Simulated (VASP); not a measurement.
The system is Cl2, in a box.

```xyz
2
Lattice="12.0000 0.0000 0.0000 0.0000 12.5000 0.0000 0.0000 0.0000 13.0000" Properties=species:S:1:pos:R:3 pbc="T T T"
Cl    5.4000    5.8750    5.5032
Cl    5.4000    5.8750    7.4968
```

Program: VASP 6.6.1. Alike in all runs: task single point; no spin polarisation; cell as given; k mesh 1 × 1 × 1; cutoff (eV) 450; smearing gaussian 0.01 eV.

Question: Order these runs on this cell by their band gap on the k mesh, lowest first.
A. level HSE06; potentials or basis VASP PAW PBE potentials, release 64 (Cl); grid for exact exchange (PRECFOCK) Fast; screening parameter 0.2 1/A
B. level r2SCAN; potentials or basis VASP PAW PBE potentials, release 64 (Cl)
C. level LDA; potentials or basis VASP PAW LDA potentials, release 64 (Cl)
D. level PBE0; potentials or basis VASP PAW PBE potentials, release 64 (Cl); grid for exact exchange (PRECFOCK) Fast; exchange at q = 0 truncated

Answer: C (2.94 eV), B (3.46 eV), A (4.79 eV), D (5.55 eV).

A k mesh can miss the band edges.

Not every run made on this cell is shown here.
